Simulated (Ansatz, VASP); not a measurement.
**BN: VASP beside Ansatz**

Wanted: the spread between two codes on one cell, functional and k mesh. The cell is taken from a series of runs on this material, whose earlier steps may have relaxed, scaled, displaced or heated it; both programs get it as it stands.

Program: Ansatz 0.2.0. Level of theory: plane waves, with VASP 6.6.1 beside it; zone-centre phonons at LDA. Results are calculated unless marked as measured.

### Step 1. The starting structure

The structure is hexagonal, space group P6_3/mmc (No. 194). Conventional cell: a = 2.488 Å, b = 2.488 Å, c = 6.400 Å, α = 90.00°, β = 90.00°, γ = 120.00°. Nearest to B lie 3 N at 1.44 Å. Nearest to N lie 3 B at 1.44 Å. Farther neighbours and most contacts between anions are not listed.

### Step 2. Ansatz: zone-centre phonons, LDA, pair 1

Ansatz runs on its default PAW (the set named soft_2) files.

Second derivatives magnify differences that forces hide, and they need a tight electronic threshold.

input.yaml reads:

```yaml
crystal:
  lattice:
    - [2.4880975028, 0.0, 0.0]
    - [-1.2440487514, 2.1547556445, 0.0]
    - [0.0, 0.0, 6.3999624846]
  atoms:
    - { symbol: B, position: [0.3333333333, 0.6666666667, 0.25] }
    - { symbol: B, position: [0.6666666667, 0.3333333333, 0.75] }
    - { symbol: "N", position: [0.3333333333, 0.6666666667, 0.75] }
    - { symbol: "N", position: [0.6666666667, 0.3333333333, 0.25] }
kpoints:
  mp_grid: { grid: [9, 9, 4] }
hamiltonian:
  xc: lda
scf:
  occupations: { method: fixed }
output:
  eigenvalues: true
phonons:
  method: dfpt
  dielectric: true
  rigid_motions: translations
```

On the command line:

```
$ ansatz run input.yaml --threads 4 --pin off --max-ram 7168MiB --backend cpu --events-out ev --progress --plain --runs-dir out
```

Numbers of over 12 decimals in the logs are rounded to 6 here.

Log:

```text
Engine: ansatz 0.2.0, x86_64-unknown-linux-gnu
Pseudopotentials: kind: paw
Pseudopotential: B, paw, valence charge 3, recommended cutoff 420 eV (normal), B.paw.azcp
Pseudopotential: N, paw, valence charge 5, recommended cutoff 420 eV (normal), N.paw.azcp
Functional definition: SPW92
  exchange = slater_x
  correlation = pw_c
Crystal: 4 atoms, lattice volume = 34.312 Å³
Basis set: ecut = 420 eV, 639 PW (Γ), exchange–correlation on 36×36×96 points (8 copies of the dense FFT grid, shifted against one another)
Bands: 12, of which v1, the nominal top of the filled ones, is band 8 counted from 1 (7 counted from 0)
Symmetry: 24 space group operations
k-points: 95 of 324 (irreducible under 2 space group operations, time reversal used)
Non-local potential: B, projectors of the file, l = 0: 2, l = 1: 2, l = 2: 1
Non-local potential: N, projectors of the file, l = 0: 2, l = 1: 2, l = 2: 1
PAW form: soft (Blöchl's): semilocal exchange-correlation on the pseudo side does not see the compensation charge
PAW frozen core: B, regenerated for the run's functional, and the local potential with it (the file was generated under x = pbe(κ = 0.804, μ = 0.219515), c = pbe(β = 0.066725))
PAW frozen core: N, regenerated for the run's functional, and the local potential with it (the file was generated under x = pbe(κ = 0.804, μ = 0.219515), c = pbe(β = 0.066725))
PAW one-centre angular grid: B, 110 points (default); XC on 64 Gauss nodes
PAW one-centre angular grid: N, 110 points (default); XC on 64 Gauss nodes
Initial density: superposition of atomic densities (neutral atoms: chi_scale 0, normalization atom), corrected by the library's trained network
Initial wavefunctions: pseudopotential atomic-orbital guess
Functional: x = slater, c = lda
SCF iter   1: F=—  HF=-1052.699001 eV  |F-HF|=—  |Δ(HF+E_count)|=         —  Δρ=8.31e-3  dr2=2.17e-2  ethr=1.77e-3  ⟨swp⟩=4.9  Hψ=5750  notcnv=0  defer=155
preconditioner: auto → none  [insulator: Δε(μ)=4.109 eV  Ē_g=15.785 eV  n_scr=4 (ndim 8)  ℏωp=25.4 eV  f_vac=0.013  ε∞_Penn≈3.6]
SCF iter   2: F=—  HF=-1052.693625 eV  |F-HF|=—  |Δ(HF+E_count)|=   5.38e-3  Δρ=3.94e-3  dr2=2.34e-3  ethr=1.35e-4  ⟨swp⟩=2.9  Hψ=2769  notcnv=0  defer=190
SCF iter   3: F=—  HF=-1052.692937 eV  |F-HF|=—  |Δ(HF+E_count)|=   6.88e-4  Δρ=1.51e-3  dr2=3.30e-4  ethr=1.46e-5  ⟨swp⟩=2.0  Hψ=1911  notcnv=0  defer=190
SCF iter   4: F=—  HF=-1052.692864 eV  |F-HF|=—  |Δ(HF+E_count)|=   7.27e-5  Δρ=2.56e-4  dr2=1.09e-5  ethr=2.06e-6  ⟨swp⟩=1.0  Hψ=1140  notcnv=0  defer=75
SCF iter   5: F=—  HF=-1052.692865 eV  |F-HF|=—  |Δ(HF+E_count)|=   8.34e-7  Δρ=2.29e-5  dr2=6.50e-8  ethr=6.81e-8  ⟨swp⟩=2.2  Hψ=1881  notcnv=0
SCF iter   6: F=—  HF=-1052.692865 eV  |F-HF|=—  |Δ(HF+E_count)|=   3.46e-7  Δρ=6.73e-6  dr2=5.98e-9  ethr=4.06e-10  ⟨swp⟩=2.4  Hψ=1847  notcnv=0
SCF iter   7: F=-1052.692865 eV  HF=-1052.692865 eV  |F-HF|=3.96e-11  |Δ(HF+E_count)|=   2.35e-9  Δρ=7.08e-7  dr2=6.59e-11  ethr=1.00e-12  ⟨swp⟩=5.8  Hψ=7309  notcnv=0
SCF 1 converged in 7 iterations: F = -1052.692865 eV  dr2 = 6.59e-11
  greatest PAW one-centre occupation: 0.793 electrons in one spin orbital (limit 2), on the N atom at site 3 (counted from 0), in its partial waves of l = 0
NSCF: frozen V_eff on 4 k-points
DFPT response loops at Γ: preconditioner auto → Resta (q_TF=auto, 2.403 Å⁻¹)  ε∞=3.8 (no band partly filled); β = 1.00, the filter's whole step (`scf.mixing.beta` (0.50) is not read by the response loops at its default; to damp them type it under 1.00, their step now; it binds the ground state too); Broyden in place of MSR1
── the response to a field inside a basis, on 10×10×4 k-points: an SCF that follows is theirs, and a resumed run solves both again ──
Bands: 9, of which v1, the nominal top of the filled ones, is band 8 counted from 1 (7 counted from 0)
k-points: 60 of 400 (irreducible under 8 space group operations)
Initial density: handed on by an earlier stage of this run
Initial wavefunctions: pseudopotential atomic-orbital guess (no wavefunctions were taken with the density)
Eigensolver: Dense (60 Hₖ)
SCF iter   1: F=—  HF=-1052.700020 eV  |F-HF|=—  |Δ(HF+E_count)|=         —  Δρ=5.84e-4  dr2=1.65e-5  ethr=1.00e-1
preconditioner: auto → none  [insulator: Δε(μ)=4.166 eV  Ē_g=13.140 eV  n_scr=4 (ndim 8)  ℏωp=25.4 eV  f_vac=0.006  ε∞_Penn≈4.7]
SCF iter   2: F=—  HF=-1052.700019 eV  |F-HF|=—  |Δ(HF+E_count)|=   3.66e-7  Δρ=2.77e-4  dr2=4.31e-6  ethr=1.03e-7
SCF iter   3: F=—  HF=-1052.700020 eV  |F-HF|=—  |Δ(HF+E_count)|=   9.85e-7  Δρ=9.45e-5  dr2=1.33e-6  ethr=2.70e-8
SCF iter   4: F=-1052.700020 eV  HF=-1052.700020 eV  |F-HF|=1.07e-10  |Δ(HF+E_count)|=   3.35e-7  Δρ=8.09e-6  dr2=6.55e-9  ethr=8.30e-9
SCF 1 converged in 4 iterations: F = -1052.700020 eV  dr2 = 6.55e-9
  greatest PAW one-centre occupation: 0.793 electrons in one spin orbital (limit 2), on the N atom at site 2 (counted from 0), in its partial waves of l = 0
DFPT response loops at Γ: mixed as the last ones told, above
SCF converged after 7 iterations
Free energy (F): -1052.692865 eV
Harris-Foulkes:  -1052.692865 eV  (|F-HF|=3.96e-11)
Internal energy: -1052.692865 eV  (E = F + TS)
E sigma→0 (E₀):  -1052.692865 eV
Fermi energy:    4.968407 eV
--- Per-component energies (eV) ---
  E_band       = -34.134053
  E_kinetic    = 367.772277
  E_local      = -662.238412  (includes V_loc(G=0)·N_el)
  E_nonlocal   = 120.148736
  E_hartree    = 208.463482
  E_xc         = -182.617512
  E_vxc        = -227.744196  (∫ρ·V_xc dr)
  E_paw        = -383.732604  (= ΣΔE_a)
  E_vpaw       = -48.999632  (= ΣTr[D̂ρ^β])
  E_aug_tail   = 0.000185  (compensation charges beyond the density's cutoff)
  E_ewald      = -520.740773
  E_core_change = 0.251757  (= ΣΔE_core)
  E_smearing   = -0.000000  (= −TS)
  E_closure    = 0.000000  (closes the sum)
  Σ components = -1052.692865   (vs F -1052.692865, Δ=0.00e0)
--- Band table (eV; the first three rows and the last of 95) ---
  k-point 0: bands = [... 4 lower, 3.6582, 3.6582, 3.7106, 3.7106, 10.1913, 15.5306, 16.5724, 16.5724]
  k-point 1: bands = [... 4 lower, 3.6657, 3.6657, 3.7024, 3.7024, 10.9921, 14.6970, 16.5958, 16.5958]
  k-point 2: bands = [... 4 lower, 3.6845, 3.6845, 3.6845, 3.6845, 12.8324, 12.8324, 16.6542, 16.6542]
  k-point 94: bands = [... 4 lower, -0.2795, -0.2795, 3.0645, 3.0645, 11.3790, 11.3790, 16.7224, 16.7224]
--- Phonons (Γ-DFPT): 4 representative perturbations + reference, on 95 of 324 k-points (Σ response iterations 12) ---
  k mesh reduced under 2 symmetry operations, with k and −k counted as one. Each operation leaves every solved perturbation unchanged. A smaller set is not considered because the run solves the response to a homogeneous field
  ASR residual: 5.335e-4 → 0.000e0 eV/Å²; symmetrization residual: 8.792e-7 eV/Å²
  ASR residual per site (eV/Å²): 1.71e-4 1.71e-4 5.34e-4 5.34e-4
  Γ frequencies (cm⁻¹): 0.00 0.00 0.00 53.84 53.84 124.90 746.52 810.14 1386.47 1386.47 1386.51 1386.51
  ε∞ (high-frequency dielectric tensor):
        4.941600     0.000000     0.000000
        0.000000     4.941600     0.000000
        0.000000     0.000000     2.930512
  ε⁰ (static dielectric tensor: ions relaxed, cell fixed):
        6.735846     0.000000     0.000000
       -0.000000     6.735846    -0.000000
        0.000000    -0.000000     3.525465
  ε⁰ − ε∞ (ionic part):
        1.794246    -0.000000     0.000000
       -0.000000     1.794246    -0.000000
        0.000000    -0.000000     0.594953
  softest optical mode at Γ: 53.84 cm⁻¹; the repairs (sum rule, projections) moved no ω² at Γ by more than (3.26 cm⁻¹)²
  Born effective charges Z* (e; rows j = field, columns β = displacement):
    site 0:
         2.70869   -0.00000    0.00000
        -0.00000    2.70869    0.00000
         0.00000    0.00000    0.83983
    site 1:
         2.70869   -0.00000    0.00000
         0.00000    2.70869    0.00000
         0.00000    0.00000    0.83983
    site 2:
        -2.70869   -0.00000    0.00000
         0.00000   -2.70869    0.00000
         0.00000    0.00000   -0.83983
    site 3:
        -2.70869    0.00000    0.00000
        -0.00000   -2.70869    0.00000
         0.00000    0.00000   -0.83983
  Z* charge neutrality: 1.600e-3 e pre-enforcement
  solved inside a basis spanned on kpoints, on 10×10×4 k-points, its susceptibility summed on 16×16×6: ε∞ is read to err by 1.4e-2, Z* by 9.7e-3 e (field_mesh: kpoints solves on kpoints); Z* is corrected for what the basis lacks
  optical modes at Γ without the LO–TO term, one row a degenerate level:
      ω (cm⁻¹)  modes    IR ((D/Å)²/amu)
         53.84      2             0.0000
        124.90      1             0.0000
        746.52      1             5.3340
[...]
optical modes at Γ + LO–TO along q̂ = [1.0000, 0.0000, 0.0000]:
      ω (cm⁻¹)  modes    IR ((D/Å)²/amu)
[...]
optical modes at Γ + LO–TO along q̂ = [0.0000, 1.0000, 0.0000]:
      ω (cm⁻¹)  modes    IR ((D/Å)²/amu)
[...]
1386.51      2             0.0000
       1618.73      1            55.4867
  optical modes at Γ + LO–TO along q̂ = [0.0000, 0.0000, 1.0000]:
      ω (cm⁻¹)  modes    IR ((D/Å)²/amu)
         53.84      2             0.0000
        124.90      1             0.0000
        810.14      1             0.0000
        818.80      1             5.3340
       1386.47      2           110.9734
       1386.51      2             0.0000
```

[end of part 1 of 4]

[Lines on the potential files, build, host, timing and source positions are cut from VASP's logs without a mark.]

[Logs are printed without paths, hosts, clocks, repeated set-up lines and the standing remarks that a program may print on its own settings, such as how far it seeks lower states.]

[Hosts, paths, dates, database ids (printed as entryN), source tags and the programs' standing remarks are cut or masked in the printed files.]
